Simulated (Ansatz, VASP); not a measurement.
# Cross-check of Ga13P9O42 (amorphous 59Ga2O3-41P2O5 (mol %)) between VASP and Ansatz

Wanted: the spread between two codes on one cell, functional and k mesh. Of the first pair: The cell is taken from a series of runs on this material, whose earlier steps may have relaxed, scaled, displaced or heated it; both programs get it as it stands.

Program: Ansatz 0.2.0. Level of theory: plane waves, with VASP 6.6.1 beside it; single point at PBE. Results are calculated unless marked as measured.

## (1) Starting point

The cell holds 64 atoms: 13 Ga, 9 P and 42 O. Its edges and angles: a = 9.208 Å, b = 9.208 Å, c = 9.208 Å, α = 90.0°, β = 90.0°, γ = 90.0°. As first built, before any earlier steps moved the atoms (in the runner's words): 64 atoms (13 Fe, 9 P, 42 O) placed at random at 3.33 g/cm^3, melted at 5000 K for 10 ps at fixed volume with the Morse and Coulomb pair potential with partial charges (Pedone, Malavasi, Menziani, Cormack and Segre, J. Phys. Chem. B 110, 11780 (2006)). Quenched from 5000 K to 300 K at 100 K/ps and fixed volume, held 10 ps at zero pressure, then minimised at fixed cell. Then Fe was replaced by Ga and the cell scaled by 1.005 (the potential has no terms for the new elements, so the cell is a start for a DFT relaxation).

## (2) Ansatz: single point, PBE, pair 1

Ansatz runs on its PAW soft_1 files.

A single point gives forces, pressure and levels at one fixed geometry, so differences don't come from the geometry; what else differs is listed under the comparison.

Input file input.yaml:

```yaml
crystal:
  lattice:
    - [9.20781, 0.0, 0.0]
    - [0.0, 9.20781, 0.0]
    - [0.0, 0.0, 9.20781]
  atoms:
    - { symbol: Ga, position: [0.44667, 0.25593, 0.89845] }
    - { symbol: Ga, position: [0.97902, 0.8846, 0.90038] }
    - { symbol: Ga, position: [0.06799, 0.87913, 0.26972] }
    - { symbol: Ga, position: [0.91865, 0.05213, 0.58856] }
    - { symbol: Ga, position: [0.58824, 0.94343, 0.34303] }
    - { symbol: Ga, position: [0.97074, 0.61123, 0.06688] }
    - { symbol: Ga, position: [0.83836, 0.26278, 0.97614] }
    - { symbol: Ga, position: [0.3553, 0.35768, 0.54361] }
    - { symbol: Ga, position: [0.39898, 0.73514, 0.01493] }
    - { symbol: Ga, position: [0.58866, 0.04967, 0.67978] }
    - { symbol: Ga, position: [0.93674, 0.66759, 0.67207] }
    - { symbol: Ga, position: [0.72983, 0.36307, 0.58728] }
    - { symbol: Ga, position: [0.58648, 0.66288, 0.55629] }
    - { symbol: P, position: [0.28551, 0.00317, 0.47566] }
    - { symbol: P, position: [0.66731, 0.01563, 0.99137] }
    - { symbol: P, position: [0.22424, 0.55976, 0.25426] }
    - { symbol: P, position: [0.79725, 0.20957, 0.32166] }
    - { symbol: P, position: [0.6276, 0.54263, 0.89687] }
    - { symbol: P, position: [0.05556, 0.33322, 0.72205] }
    - { symbol: P, position: [0.79306, 0.69582, 0.3416] }
    - { symbol: P, position: [0.27919, 0.75457, 0.67302] }
    - { symbol: P, position: [0.23335, 0.04006, 0.03747] }
    - { symbol: O, position: [0.93414, 0.43964, 0.65707] }
    - { symbol: O, position: [0.85916, 0.23944, 0.17083] }
    - { symbol: O, position: [0.38401, 0.92852, 0.36312] }
    - { symbol: O, position: [0.31791, 0.16418, 0.47748] }
    - { symbol: O, position: [0.91145, 0.88589, 0.69959] }
    - { symbol: O, position: [0.35969, 0.60457, 0.16092] }
    - { symbol: O, position: [0.64275, 0.93431, 0.13168] }
    - { symbol: O, position: [0.59329, 0.67788, 0.98812] }
    - { symbol: O, position: [0.64091, 0.14322, 0.33235] }
    - { symbol: O, position: [0.15508, 0.69583, 0.32327] }
    - { symbol: O, position: [0.35561, 0.92507, 0.05911] }
    - { symbol: O, position: [0.61791, 0.90184, 0.54895] }
    - { symbol: O, position: [0.29989, 0.7328, 0.8357] }
    - { symbol: O, position: [0.31195, 0.92662, 0.63675] }
    - { symbol: O, position: [0.94996, 0.67294, 0.87297] }
    - { symbol: O, position: [0.83498, 0.03805, 0.95668] }
    - { symbol: O, position: [0.79661, 0.35681, 0.39971] }
    - { symbol: O, position: [0.05658, 0.18669, 0.64492] }
    - { symbol: O, position: [0.3056, 0.19213, 0.01909] }
    - { symbol: O, position: [0.1414, 0.05045, 0.17605] }
    - { symbol: O, position: [0.01446, 0.31425, 0.88593] }
    - { symbol: O, position: [0.90348, 0.10342, 0.39502] }
    - { symbol: O, position: [0.01292, 0.80766, 0.08848] }
    - { symbol: O, position: [0.27034, 0.44819, 0.37004] }
    - { symbol: O, position: [0.12604, 0.96211, 0.45186] }
    - { symbol: O, position: [0.75551, 0.17446, 0.6677] }
    - { symbol: O, position: [0.13062, 0.70763, 0.62151] }
    - { symbol: O, position: [0.4864, 0.45182, 0.89012] }
    - { symbol: O, position: [0.67698, 0.59273, 0.7413] }
    - { symbol: O, position: [0.80676, 0.63371, 0.50424] }
    - { symbol: O, position: [0.54656, 0.44296, 0.53953] }
    - { symbol: O, position: [0.62252, 0.72294, 0.34206] }
    - { symbol: O, position: [0.83285, 0.5911, 0.22148] }
    - { symbol: O, position: [0.62413, 0.18377, 0.99243] }
    - { symbol: O, position: [0.59209, 0.94607, 0.85924] }
    - { symbol: O, position: [0.45968, 0.20161, 0.70966] }
    - { symbol: O, position: [0.38935, 0.6697, 0.58241] }
    - { symbol: O, position: [0.14323, 0.00641, 0.89892] }
    - { symbol: O, position: [0.75621, 0.45466, 0.96154] }
    - { symbol: O, position: [0.11265, 0.49004, 0.14381] }
    - { symbol: O, position: [0.20955, 0.39844, 0.69951] }
    - { symbol: O, position: [0.87182, 0.8412, 0.34204] }
kpoints:
  mp_grid: { grid: [1, 1, 1] }
hamiltonian:
  xc: pbe
  pseudopotentials: { kind: paw, azcp: { folder: soft_1 } }
scf:
  occupations: { method: fixed }
output:
  forces: true
  stress: true
  populations: true
  dos:
    method: { smearing: { sigma: 0.15 } }
    de: 0.1
    projected: { site_lists: { Ga: [Ga], O: [O], P: [P] } }
  eigenvalues: true
  write_density: true
  write_potential: true
  volumetric_format: npy
  elf: true
```

Command:

```bash
$ ansatz run input.yaml --threads 4 --pin off --max-ram 8192MiB --backend cpu --events-out ev --progress --plain --runs-dir out
```

Numbers of over 12 decimals in the logs are rounded to 6 here.

The program printed:

```text
Engine: ansatz 0.2.0, aarch64-unknown-linux-gnu
Pseudopotentials: kind: paw
Pseudopotential: Ga, paw, valence charge 13, recommended cutoff 420 eV (normal), soft_1/Ga.paw.azcp
Pseudopotential: P, paw, valence charge 5, recommended cutoff 420 eV (normal), soft_1/P.paw.azcp
Pseudopotential: O, paw, valence charge 6, recommended cutoff 420 eV (normal), soft_1/O.paw.azcp
Functional definition: PBE
  parameter kappa = 0.804
  parameter beta = 0.066725
  exchange = pbe_x(kappa = kappa, mu = beta*pi^2/3)
  correlation = pbe_c(beta = beta)
Crystal: 64 atoms, lattice volume = 780.673 Å³
Basis set: ecut = 420 eV, 15275 PW (Γ), exchange–correlation on 128×128×128 points (8 copies of the dense FFT grid, shifted against one another)
Bands: 297, of which v1, the nominal top of the filled ones, is band 233 counted from 1 (232 counted from 0)
Symmetry: 1 space group operations
Space group: P1 (ITA 1), of the structure as read, at distance tolerance 9.2e-5 Å
k-points: 1
Non-local potential: Ga, projectors of the file, l = 0: 2, l = 1: 2, l = 2: 3, l = 3: 1
Non-local potential: P, projectors of the file, l = 0: 2, l = 1: 2, l = 2: 1
Non-local potential: O, projectors of the file, l = 0: 2, l = 1: 2, l = 2: 1
PAW form: soft (Blöchl's): semilocal exchange-correlation on the pseudo side does not see the compensation charge
PAW one-centre angular grid: Ga, 590 points (default); XC on 64 Gauss nodes
PAW one-centre angular grid: P, 110 points (default); XC on 64 Gauss nodes
PAW one-centre angular grid: O, 110 points (default); XC on 64 Gauss nodes
Initial density: superposition of atomic densities (chi_scale 0.1, normalization cell, long waves kept (reshape's long-wave potential 0.84 eV rms))
Initial wavefunctions: pseudopotential atomic-orbital guess
Functional: x = pbe(κ = 0.804, μ = 0.219515), c = pbe(β = 0.066725)
SCF iter   1: F=—  HF=-79861.536827 eV  |F-HF|=—  |Δ(HF+E_count)|=         —  Δρ=1.24e-1  dr2=9.20e1  ethr=3.10e-3  ⟨swp⟩=5.0  Hψ=1125  notcnv=0  defer=62
preconditioner: auto → Resta (q_TF=auto, 2.503 Å⁻¹)  ε∞=3.4  [insulator: Δε(μ)=2.157 eV  Ē_g=18.579 eV  n_scr=202 (ndim 8)  ℏωp=28.7 eV  f_vac=0.076  ε∞_Penn≈3.4]
SCF iter   2: F=—  HF=-79836.044651 eV  |F-HF|=—  |Δ(HF+E_count)|=    2.55e1  Δρ=5.00e-2  dr2=1.26e1  ethr=3.10e-3  ⟨swp⟩=3.0  Hψ=576  notcnv=0  defer=61
SCF iter   3: F=—  HF=-79831.882469 eV  |F-HF|=—  |Δ(HF+E_count)|=    4.16e0  Δρ=1.84e-2  dr2=2.42e0  ethr=2.71e-3  ⟨swp⟩=4.0  Hψ=444  notcnv=0  defer=62
SCF iter   4: F=—  HF=-79831.329220 eV  |F-HF|=—  |Δ(HF+E_count)|=   5.53e-1  Δρ=5.91e-3  dr2=2.06e-1  ethr=5.19e-4  ⟨swp⟩=3.0  Hψ=539  notcnv=0  defer=62
SCF iter   5: F=—  HF=-79831.397984 eV  |F-HF|=—  |Δ(HF+E_count)|=   6.88e-2  Δρ=4.22e-3  dr2=1.19e-1  ethr=4.41e-5  ⟨swp⟩=3.0  Hψ=474  notcnv=0  defer=62
SCF iter   6: F=—  HF=-79831.396157 eV  |F-HF|=—  |Δ(HF+E_count)|=   1.83e-3  Δρ=9.37e-4  dr2=6.90e-3  ethr=2.55e-5  ⟨swp⟩=3.0  Hψ=466  notcnv=0  defer=62
SCF iter   7: F=—  HF=-79831.397172 eV  |F-HF|=—  |Δ(HF+E_count)|=   1.01e-3  Δρ=5.03e-4  dr2=1.82e-3  ethr=1.48e-6  ⟨swp⟩=3.0  Hψ=498  notcnv=0  defer=62
SCF iter   8: F=—  HF=-79831.397574 eV  |F-HF|=—  |Δ(HF+E_count)|=   4.03e-4  Δρ=1.44e-4  dr2=2.09e-4  ethr=3.90e-7  ⟨swp⟩=2.0  Hψ=462  notcnv=0  defer=62
SCF iter   9: F=—  HF=-79831.397834 eV  |F-HF|=—  |Δ(HF+E_count)|=   2.60e-4  Δρ=1.35e-4  dr2=1.20e-4  ethr=4.48e-8  ⟨swp⟩=3.0  Hψ=472  notcnv=0  defer=62
SCF iter  10: F=—  HF=-79831.397808 eV  |F-HF|=—  |Δ(HF+E_count)|=   2.56e-5  Δρ=3.09e-5  dr2=7.82e-6  ethr=2.57e-8  ⟨swp⟩=2.0  Hψ=471  notcnv=0  defer=62
SCF iter  11: F=—  HF=-79831.398828 eV  |F-HF|=—  |Δ(HF+E_count)|=   1.02e-3  Δρ=1.38e-5  dr2=1.73e-6  ethr=1.68e-9  ⟨swp⟩=3.0  Hψ=583  notcnv=0  defer=62
SCF iter  12: F=—  HF=-79831.398829 eV  |F-HF|=—  |Δ(HF+E_count)|=   5.34e-7  Δρ=7.68e-6  dr2=4.17e-7  ethr=3.72e-10  ⟨swp⟩=2.0  Hψ=468  notcnv=0  defer=62
SCF iter  13: F=-79831.398829 eV  HF=-79831.398829 eV  |F-HF|=3.62e-8  |Δ(HF+E_count)|=   2.66e-8  Δρ=3.33e-6  dr2=7.68e-8  ethr=2.15e-11  ⟨swp⟩=21.0  Hψ=3146  notcnv=0
SCF 1 converged in 13 iterations: F = -79831.398829 eV  dr2 = 7.68e-8
  greatest PAW one-centre occupation: 0.998 electrons in one spin orbital (limit 2), on the Ga atom at site 2 (counted from 0), in its partial waves of l = 2
SCF converged after 13 iterations
Free energy (F): -79831.398829 eV
Harris-Foulkes:  -79831.398829 eV  (|F-HF|=3.62e-8)
Internal energy: -79831.398829 eV  (E = F + TS)
E sigma→0 (E₀):  -79831.398829 eV
Fermi energy:    4.666754 eV
--- Per-component energies (eV) ---
  E_band       = -1945.782761
  E_kinetic    = 9279.269847
  E_local      = -43318.583078  (includes V_loc(G=0)·N_el)
  E_nonlocal   = 1343.203305
  E_hartree    = 21643.776963
  E_xc         = -4475.076998
  E_vxc        = -5104.030891  (∫ρ·V_xc dr)
  E_paw        = -37895.839221  (= ΣΔE_a)
  E_vpaw       = -7433.225967  (= ΣTr[D̂ρ^β])
  E_aug_tail   = 0.030049  (compensation charges beyond the density's cutoff)
  E_ewald      = -26408.179696
  E_smearing   = -0.000000  (= −TS)
  E_closure    = -0.000000  (closes the sum)
  Σ components = -79831.398829   (vs F -79831.398829, Δ=0.00e0)
--- Forces (eV/Å), atoms counted from 1 ---
  atom   1  Ga     0.01797472    -0.01114162    -0.00451618
  atom   2  Ga    -0.01012946    -0.00532813    -0.02699235
  atom   3  Ga    -0.01836784     0.00259815     0.02752105
  atom   4  Ga     0.00298650    -0.02247609    -0.01885991
  atom   5  Ga    -0.00897770     0.00466612     0.00978816
  atom   6  Ga    -0.01128809    -0.00900029    -0.01744255
  atom   7  Ga    -0.01240917     0.00742331     0.02078980
  atom   8  Ga     0.03713042     0.00586464    -0.00037729
  atom   9  Ga     0.00519057    -0.01129208     0.01560634
  atom  10  Ga    -0.00817280    -0.02350109    -0.02633714
  atom  11  Ga    -0.03352643     0.00340899     0.01740892
  atom  12  Ga    -0.02638180     0.00816341    -0.03720836
  atom  13  Ga     0.00366973     0.00472584    -0.00006851
  atom  14  P      0.01005336    -0.01163496    -0.02459956
  atom  15  P      0.00876319    -0.01097437     0.03212425
  atom  16  P     -0.00061982    -0.01793975    -0.02702205
  atom  17  P     -0.03569391     0.01413083     0.00284655
  atom  18  P      0.02310687     0.01122409    -0.03895519
  atom  19  P      0.02249154     0.00689667    -0.00906059
  atom  20  P      0.01628621    -0.01449950    -0.01317819
  atom  21  P      0.01207832    -0.00722037    -0.01340100
  atom  22  P     -0.01631418     0.00978958    -0.02376255
  atom  23  O      0.01788930    -0.00988028     0.00192591
  atom  24  O      0.01530346    -0.00060289    -0.01836281
[...]
atom  57  O     -0.00305202     0.00506082     0.01121105
  atom  58  O     -0.00283125    -0.01949728     0.01838829
  atom  59  O     -0.02990799     0.02308887     0.00894244
  atom  60  O      0.00331403     0.00591371    -0.00092958
  atom  61  O      0.01624281    -0.00968919     0.00293504
  atom  62  O      0.01816512    -0.01096453     0.01032344
  atom  63  O     -0.00787239    -0.01208910     0.00618080
  atom  64  O      0.03348203     0.02325065     0.00056815
  max |Σ_I F_I| component: 4.35e-5 eV/Å
--- Stress (GPa, compression-positive) ---
        1.178890      -0.513190       0.664134
       -0.513188      -0.657928       3.621756
        0.664132       3.621755       1.752356
  P = ⅓ Tr σ = 0.7578 GPa (7.578 kbar)
--- Band table (eV) ---
  k-point 0: bands = [... 229 lower, 4.4493, 4.5187, 4.6147, 4.6668, 7.3858, 9.0767, 9.2227, 9.3973, ... 60 higher]
--- Löwdin populations: 64 sites ---
  site symbol       q [e]
     0     Ga     11.8554
     1     Ga     11.9072
     2     Ga     11.8999
     3     Ga     11.9036
     4     Ga     11.8966
     5     Ga     11.8824
     6     Ga     11.8758
     7     Ga     11.8488
     8     Ga     11.8451
     9     Ga     11.9518
    10     Ga     11.8905
    11     Ga     11.9349
    12     Ga     11.9034
    13      P      2.8959
    14      P      2.9179
    15      P      2.8936
    16      P      2.8821
    17      P      2.8965
    18      P      2.9004
    19      P      2.9056
    20      P      2.8754
    21      P      2.8942
    22      O      6.6821
    23      O      6.7028
[...]
56      O      6.6958
    57      O      6.7084
    58      O      6.6942
    59      O      6.7219
    60      O      6.6997
    61      O      6.7018
    62      O      6.7025
    63      O      6.7051
  spilling = 0.008697 (of n_electrons = 466.000000)
```

## (3) VASP: single point, PBE, pair 1

The same cell, functional and mesh now go to VASP, with its own data sets.

Lines of VASP's logs that name or quote its potential files are left out, and so is its time.

Input file INCAR:

```
SYSTEM = Ga13P9O42
PREC = Accurate
ENCUT = 600
EDIFF = 1E-06
NELM = 120
ISMEAR = 0
SIGMA = 0.01
LREAL = Auto
ALGO = Normal
GGA = PE
NBANDS = 280
LORBIT = 11
LWAVE = .FALSE.
LCHARG = .FALSE.
ISIF = 2
LASPH = .TRUE.
GGA_COMPAT = .FALSE.
EFERMI = MIDGAP
NCORE = 2
```

Input file POSCAR:

```
Ga13P9O42
1.0
    9.2078100000      0.0000000000      0.0000000000
    0.0000000000      9.2078100000      0.0000000000
    0.0000000000      0.0000000000      9.2078100000
Ga P O
13 9 42
Direct
    0.4466700000      0.2559300000      0.8984500000
    0.9790200000      0.8846000000      0.9003800000
    0.0679900000      0.8791300000      0.2697200000
    0.9186500000      0.0521300000      0.5885600000
    0.5882400000      0.9434300000      0.3430300000
    0.9707400000      0.6112300000      0.0668800000
    0.8383600000      0.2627800000      0.9761400000
    0.3553000000      0.3576800000      0.5436100000
    0.3989800000      0.7351400000      0.0149300000
    0.5886600000      0.0496700000      0.6797800000
    0.9367400000      0.6675900000      0.6720700000
    0.7298300000      0.3630700000      0.5872800000
    0.5864800000      0.6628800000      0.5562900000
    0.2855100000      0.0031700000      0.4756600000
    0.6673100000      0.0156300000      0.9913700000
    0.2242400000      0.5597600000      0.2542600000
    0.7972500000      0.2095700000      0.3216600000
    0.6276000000      0.5426300000      0.8968700000
    0.0555600000      0.3332200000      0.7220500000
    0.7930600000      0.6958200000      0.3416000000
    0.2791900000      0.7545700000      0.6730200000
    0.2333500000      0.0400600000      0.0374700000
    0.9341400000      0.4396400000      0.6570700000
    0.8591600000      0.2394400000      0.1708300000
    0.3840100000      0.9285200000      0.3631200000
    0.3179100000      0.1641800000      0.4774800000
    0.9114500000      0.8858900000      0.6995900000
    0.3596900000      0.6045700000      0.1609200000
    0.6427500000      0.9343100000      0.1316800000
    0.5932900000      0.6778800000      0.9881200000
    0.6409100000      0.1432200000      0.3323500000
    0.1550800000      0.6958300000      0.3232700000
    0.3556100000      0.9250700000      0.0591100000
    0.6179100000      0.9018400000      0.5489500000
    0.2998900000      0.7328000000      0.8357000000
    0.3119500000      0.9266200000      0.6367500000
    0.9499600000      0.6729400000      0.8729700000
    0.8349800000      0.0380500000      0.9566800000
    0.7966100000      0.3568100000      0.3997100000
    0.0565800000      0.1866900000      0.6449200000
    0.3056000000      0.1921300000      0.0190900000
    0.1414000000      0.0504500000      0.1760500000
    0.0144600000      0.3142500000      0.8859300000
    0.9034800000      0.1034200000      0.3950200000
    0.0129200000      0.8076600000      0.0884800000
    0.2703400000      0.4481900000      0.3700400000
    0.1260400000      0.9621100000      0.4518600000
    0.7555100000      0.1744600000      0.6677000000
    0.1306200000      0.7076300000      0.6215100000
    0.4864000000      0.4518200000      0.8901200000
    0.6769800000      0.5927300000      0.7413000000
    0.8067600000      0.6337100000      0.5042400000
    0.5465600000      0.4429600000      0.5395300000
    0.6225200000      0.7229400000      0.3420600000
    0.8328500000      0.5911000000      0.2214800000
    0.6241300000      0.1837700000      0.9924300000
    0.5920900000      0.9460700000      0.8592400000
    0.4596800000      0.2016100000      0.7096600000
    0.3893500000      0.6697000000      0.5824100000
    0.1432300000      0.0064100000      0.8989200000
    0.7562100000      0.4546600000      0.9615400000
    0.1126500000      0.4900400000      0.1438100000
    0.2095500000      0.3984400000      0.6995100000
    0.8718200000      0.8412000000      0.3420400000
```

Input file KPOINTS:

```
Automatic mesh
0
Gamma
1 1 1
0 0 0
```

Potentials, in the order of the species: Ga_d, P and O (PBE family, release 64).

Command:

```bash
$ mpirun -np 8 vasp_gam
```

The program printed:

```text
[banner, memory and clock lines left out]
running    8 mpi-ranks, on    1 nodes
[...]
LDA part: xc-table for (Slater+PW92), standard interpolation
 POSCAR, INCAR and KPOINTS ok, starting setup
[...]
entering main loop
       N       E                     dE             d eps       ncg     rms          rms(c)
DAV:   1     0.130067041548E+05    0.13007E+05   -0.20339E+05   632   0.306E+03
DAV:   2     0.322872931975E+04   -0.97780E+04   -0.90713E+04   560   0.970E+02
DAV:   3    -0.323219939544E+02   -0.32611E+04   -0.30671E+04   752   0.385E+02
DAV:   4    -0.451607134294E+03   -0.41929E+03   -0.41242E+03   720   0.149E+02
[...]
DAV:  16    -0.417648601835E+03   -0.91953E-05   -0.11676E-04   712   0.382E-02    0.136E-02
DAV:  17    -0.417648602180E+03   -0.34514E-06   -0.26918E-05   840   0.251E-02    0.940E-03
DAV:  18    -0.417648601824E+03    0.35622E-06   -0.62484E-06   520   0.200E-02
   1 F= -.41764860E+03 E0= -.41764860E+03  d E =0.000000E+00
```

OUTCAR, selected parts (step 3):

```text
  Total        3.7332969     -5.1185410      6.5658248     -2.5207483     17.4697069      3.2505007
  in kB        7.6618575    -10.5047984     13.4750636     -5.1733400     35.8531365      6.6710132
  external PRESSURE =       3.5440409 kB  Pullay stress =       0.0000000 kB

 POSITION                                       TOTAL-FORCE (eV/Angst)
 -----------------------------------------------------------------------------------
      4.11285      2.35655      8.27276        -0.024090      0.019713      0.017926
      9.01463      8.14523      8.29053        -0.008730      0.014294     -0.030681
      0.62604      8.09486      2.48353        -0.031011      0.021805      0.053206
      8.45875      0.48000      5.41935         0.049860     -0.053088     -0.050518
      5.41640      8.68692      3.15856        -0.013839      0.002092     -0.038598
      8.93839      5.62809      0.61582        -0.037223     -0.068162     -0.037105
      7.71946      2.41963      8.98811         0.028249      0.032740      0.045695
      3.27153      3.29345      5.00546         0.037844     -0.002940     -0.009140
      3.67373      6.76903      0.13747         0.003107     -0.002433      0.026973
      5.42027      0.45735      6.25929        -0.030410     -0.041290     -0.041648
      8.62532      6.14704      6.18829        -0.041927     -0.020182     -0.008816
      6.72014      3.34308      5.40756        -0.026752      0.044540     -0.023569
      5.40020      6.10367      5.12221        -0.028005      0.016792      0.005788
      2.62892      0.02919      4.37979        -0.000980      0.054721     -0.044651
[...]
-----------------------------------------------------------------------------------
    total drift:                                0.009274     -0.004738     -0.005543

  FREE ENERGIE OF THE ION-ELECTRON SYSTEM (eV)
  ---------------------------------------------------
  free  energy   TOTEN  =      -417.6486018239 eV

  energy  without entropy=     -417.6486018239  energy(sigma->0) =     -417.64860182

[... 2 further parts left out ...]
```

The run ends at a pressure of 0.35 GPa, with forces up to 0.16 eV/Å.

(Part 1 of 3 ends here.)

[Lines on the potential files, build, host, timing and source positions are cut from VASP's logs without a mark.]

[Logs are printed without paths, hosts, clocks, repeated set-up lines and the standing remarks that a program may print on its own settings, such as how far it seeks lower states.]

[Hosts, paths, dates, database ids (printed as entryN), source tags and the programs' standing remarks are cut or masked in the printed files.]
